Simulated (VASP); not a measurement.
These are r2SCAN meta-GGA, VASP's PBE PAW potentials (set 64) (plane waves; VASP 6.6.1) values and carry that method's errors.

VASP input:

**KPOINTS**
```
Automatic mesh
0
Gamma
8 8 8
0 0 0
```

**INCAR**
```
ALGO = Normal
EDIFF = 1E-6
EDIFFG = -0.01
ENCUT = 520
IBRION = 2
ISIF = 3
ISMEAR = 1
LASPH = T
LCHARG = F
LMAXMIX = 4
LMIXTAU = T
LREAL = F
LWAVE = F
METAGGA = R2SCAN
NELM = 100
NSW = 60
PREC = Accurate
SIGMA = 0.1
SYSTEM = Cs
```

File POSCAR:
```
Cs
1
   -3.0500000000     3.0500000000     3.0500000000
    3.0500000000    -3.0500000000     3.0500000000
    3.0500000000     3.0500000000    -3.0500000000
Cs
1
Direct
  0.0000000000   0.0000000000   0.0000000000
```

POTCAR, in this order: Cs_sv (PBE.64 set). Program: vasp_std.

Output

OSZICAR:
```
       N       E                     dE             d eps       ncg     rms          rms(c)
DAV:   1     0.306886036655E+02    0.30689E+02   -0.30379E+03   464   0.799E+02
DAV:   2    -0.218530478833E+02   -0.52542E+02   -0.51193E+02   640   0.128E+02
DAV:   3    -0.269953580658E+02   -0.51423E+01   -0.51422E+01   464   0.492E+01
DAV:   4    -0.270701854190E+02   -0.74827E-01   -0.74826E-01   864   0.722E+00
DAV:   5    -0.270702003130E+02   -0.14894E-04   -0.14894E-04   592   0.992E-02    0.252E-01
DAV:   6    -0.257297347369E+02    0.13405E+01   -0.10554E-01   480   0.368E+00    0.243E-01
DAV:   7    -0.244793945928E+02    0.12503E+01   -0.79411E-01   536   0.578E+00    0.488E-01
DAV:   8    -0.248526908067E+02   -0.37330E+00   -0.63663E-01   544   0.609E+00    0.100E-01
DAV:   9    -0.247632568499E+02    0.89434E-01   -0.50948E-01   520   0.541E+00    0.282E-01
DAV:  10    -0.248366742406E+02   -0.73417E-01   -0.38142E-01   520   0.467E+00    0.868E-02
DAV:  11    -0.250241208706E+02   -0.18745E+00   -0.20381E-01   464   0.409E+00    0.560E-02
DAV:  12    -0.250249009048E+02   -0.78003E-03   -0.24172E-03   712   0.591E-01    0.469E-02
DAV:  13    -0.250214380062E+02    0.34629E-02   -0.27473E-03   488   0.703E-01    0.475E-02
DAV:  14    -0.250213951176E+02    0.42889E-04   -0.34993E-04   608   0.267E-01    0.416E-02
DAV:  15    -0.250090049981E+02    0.12390E-01   -0.25874E-02   464   0.246E+00    0.327E-02
DAV:  16    -0.250078805551E+02    0.11244E-02   -0.34761E-04   688   0.189E-01    0.346E-02
DAV:  17    -0.250077753620E+02    0.10519E-03   -0.85949E-06   640   0.181E-02    0.345E-02
DAV:  18    -0.250051223254E+02    0.26530E-02   -0.10850E-02   464   0.129E+00    0.351E-02
DAV:  19    -0.250059324256E+02   -0.81010E-03   -0.71596E-04   528   0.331E-01    0.352E-02
DAV:  20    -0.250065475906E+02   -0.61516E-03   -0.13340E-03   472   0.586E-01    0.300E-02
DAV:  21    -0.250065771687E+02   -0.29578E-04   -0.13347E-04   576   0.105E-01    0.247E-02
DAV:  22    -0.250067201569E+02   -0.14299E-03   -0.18595E-04   488   0.201E-01    0.206E-02
DAV:  23    -0.250067032330E+02    0.16924E-04   -0.51367E-05   528   0.893E-02    0.170E-02
DAV:  24    -0.250067368422E+02   -0.33609E-04   -0.43327E-05   488   0.850E-02    0.122E-02
DAV:  25    -0.250067307663E+02    0.60759E-05   -0.34118E-05   512   0.897E-02    0.722E-03
DAV:  26    -0.250067159727E+02    0.14794E-04   -0.32410E-05   496   0.848E-02    0.344E-03
DAV:  27    -0.250067158173E+02    0.15543E-06   -0.13078E-05   488   0.538E-02    0.327E-03
DAV:  28    -0.250067178653E+02   -0.20480E-05   -0.55992E-05   488   0.741E-02    0.154E-03
DAV:  29    -0.250067174655E+02    0.39984E-06   -0.35659E-06   576   0.331E-02
   1 F= -.25006717E+02 E0= -.25005717E+02  d E =-.250067E+02
       N       E                     dE             d eps       ncg     rms          rms(c)
DAV:   1    -0.250230031327E+02   -0.16285E-01   -0.41377E-01   464   0.428E+00    0.546E-01
DAV:   2    -0.250122993988E+02    0.10704E-01   -0.19575E-02   464   0.105E+00    0.266E-01
DAV:   3    -0.250087409523E+02    0.35584E-02   -0.29644E-02   512   0.216E+00    0.585E-02
DAV:   4    -0.250081900720E+02    0.55088E-03   -0.10376E-02   464   0.138E+00    0.504E-02
DAV:   5    -0.250110791631E+02   -0.28891E-02   -0.17495E-03   496   0.437E-01    0.271E-02
DAV:   6    -0.250089508546E+02    0.21283E-02   -0.40278E-03   464   0.799E-01    0.103E-02
DAV:   7    -0.250090024710E+02   -0.51616E-04   -0.36952E-04   464   0.275E-01    0.229E-03
DAV:   8    -0.250092335682E+02   -0.23110E-03   -0.78770E-04   464   0.327E-01    0.212E-03
DAV:   9    -0.250089630692E+02    0.27050E-03   -0.47428E-04   464   0.249E-01    0.781E-04
DAV:  10    -0.250089592525E+02    0.38168E-05   -0.14377E-05   568   0.661E-02    0.610E-04
DAV:  11    -0.250089595819E+02   -0.32949E-06   -0.19448E-06   480   0.176E-02
   2 F= -.25008960E+02 E0= -.25007992E+02  d E =-.224212E-02
       N       E                     dE             d eps       ncg     rms          rms(c)
DAV:   1    -0.251317053639E+02   -0.12275E+00   -0.35957E+00   464   0.124E+01    0.160E+00
DAV:   2    -0.250410891282E+02    0.90616E-01   -0.17759E-01   472   0.308E+00    0.778E-01
DAV:   3    -0.250230177200E+02    0.18071E-01   -0.17437E-01   592   0.467E+00    0.168E-01
DAV:   4    -0.250108280376E+02    0.12190E-01   -0.73794E-02   464   0.389E+00    0.139E-01
DAV:   5    -0.250331693740E+02   -0.22341E-01   -0.26183E-02   464   0.226E+00    0.635E-02
DAV:   6    -0.250126213496E+02    0.20548E-01   -0.27606E-02   464   0.255E+00    0.197E-02
DAV:   7    -0.250120669809E+02    0.55437E-03   -0.52827E-03   472   0.994E-01    0.105E-02
DAV:   8    -0.250125395042E+02   -0.47252E-03   -0.62107E-03   464   0.107E+00    0.113E-02
DAV:   9    -0.250121801541E+02    0.35935E-03   -0.45803E-03   464   0.894E-01    0.469E-03
DAV:  10    -0.250121801345E+02    0.19637E-07   -0.66523E-05   608   0.117E-01    0.291E-03
DAV:  11    -0.250121609084E+02    0.19226E-04   -0.12823E-05   560   0.535E-02    0.245E-03
DAV:  12    -0.250121902565E+02   -0.29348E-04   -0.36008E-06   496   0.281E-02    0.215E-03
DAV:  13    -0.250121591584E+02    0.31098E-04   -0.13800E-04   464   0.170E-01    0.502E-04
DAV:  14    -0.250121613615E+02   -0.22031E-05   -0.60333E-06   664   0.370E-02    0.244E-04
DAV:  15    -0.250121614767E+02   -0.11523E-06   -0.51827E-07   512   0.111E-02
   3 F= -.25012161E+02 E0= -.25011287E+02  d E =-.544401E-02
       N       E                     dE             d eps       ncg     rms          rms(c)
DAV:   1    -0.250147343791E+02   -0.25730E-02   -0.73984E-02   464   0.181E+00    0.231E-01
DAV:   2    -0.250128407424E+02    0.18936E-02   -0.35202E-03   464   0.439E-01    0.112E-01
DAV:   3    -0.250119251556E+02    0.91559E-03   -0.53461E-03   504   0.917E-01    0.252E-02
DAV:   4    -0.250120627283E+02   -0.13757E-03   -0.14981E-03   464   0.511E-01    0.218E-02
DAV:   5    -0.250124795019E+02   -0.41677E-03   -0.24054E-04   512   0.170E-01    0.111E-02
DAV:   6    -0.250122264089E+02    0.25309E-03   -0.64242E-04   464   0.274E-01    0.434E-03
DAV:   7    -0.250122217602E+02    0.46487E-05   -0.54355E-05   480   0.874E-02    0.913E-04
DAV:   8    -0.250122717177E+02   -0.49958E-04   -0.15278E-04   464   0.127E-01    0.105E-03
DAV:   9    -0.250122186807E+02    0.53037E-04   -0.87319E-05   464   0.941E-02    0.391E-04
DAV:  10    -0.250122172332E+02    0.14475E-05   -0.12543E-06   632   0.162E-02    0.322E-04
DAV:  11    -0.250122172993E+02   -0.66084E-07   -0.22504E-08   296   0.138E-03
   4 F= -.25012217E+02 E0= -.25011355E+02  d E =-.549983E-02
```

**OUTCAR**
```
------------------------ aborting loop because EDIFF is reached ----------------------------------------
  FORCE on cell =-STRESS in cart. coord.  units (eV):
  Direction    XX          YY          ZZ          XY          YZ          ZX
  --------------------------------------------------------------------------------------
  Total        0.0009397      0.0009397      0.0009397     -0.0000000      0.0000000      0.0000000
  in kB        0.0121897      0.0121897      0.0121897     -0.0000000      0.0000000      0.0000000
  external PRESSURE =       0.0121897 kB  Pullay stress =       0.0000000 kB
  volume of cell :      123.51
      direct lattice vectors                 reciprocal lattice vectors
    -3.137225018  3.137225018  3.137225018     0.000000000  0.159376518  0.159376518
     3.137225018 -3.137225018  3.137225018     0.159376518  0.000000000  0.159376518
     3.137225018  3.137225018 -3.137225018     0.159376518  0.159376518  0.000000000
 POSITION                                       TOTAL-FORCE (eV/Angst)
 -----------------------------------------------------------------------------------
      3.13723      3.13723     -3.13723        -0.000000      0.000000     -0.000000
 -----------------------------------------------------------------------------------
    total drift:                                0.000000      0.000000     -0.000000
  FREE ENERGIE OF THE ION-ELECTRON SYSTEM (eV)
  ---------------------------------------------------
  free  energy   TOTEN  =       -25.0122172993 eV

  energy  without entropy=      -25.0096302603  energy(sigma->0) =      -25.01135495

 reached required accuracy - stopping structural energy minimisation
```
(Selected blocks of OUTCAR.)

CONTCAR:
```
Cs
   1.00000000000000
    -3.1372250177736620    3.1372250177736620    3.1372250177736620
     3.1372250177736620   -3.1372250177736620    3.1372250177736620
     3.1372250177736620    3.1372250177736620   -3.1372250177736620
  Cs
     1
Direct
     0.0000000000000000    0.0000000000000000    1.0000000000000000
```

Energy and stress use the plane-wave basis of the starting cell.

The compound is Cs in the bcc structure. This run relaxes it. Symmetry was kept, so distortions that lower it aren't found.
